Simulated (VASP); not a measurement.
```xyz
2
Lattice="0.0000 2.8663 2.8663 2.8663 0.0000 2.8663 2.8663 2.8663 0.0000" Properties=species:S:1:pos:R:3 pbc="T T T"
Al     0.0000     0.0000     0.0000
As     1.4331     1.4331     1.4331
```

Computed with HSE06 screened hybrid, VASP's PBE PAW potentials (set 64) (plane waves; VASP). Settings: 520 eV cut-off, 6×6×6 Γ-centred mesh, Gaussian smearing of 0.050 eV, potentials Al As.

Question: Predict the energy per atom (σ→0), pressure, band gap (over the mesh, the named points and PBE's band edges) with the smallest direct gap where there is one.

Answer: 
```json
{
 "band gap (over the mesh, the named points and PBE's band edges)": "2.16 eV",
 "smallest direct gap (over the mesh, the named points and PBE's band edges)": "2.62 eV",
 "energy per atom (σ→0)": "-5.493 eV/atom",
 "pressure": "-2.12 GPa"
}
```

The absolute energy has meaning only against runs of the same code, potentials and settings.

The compound is AlAs in the zinc blende structure. It was relaxed first.
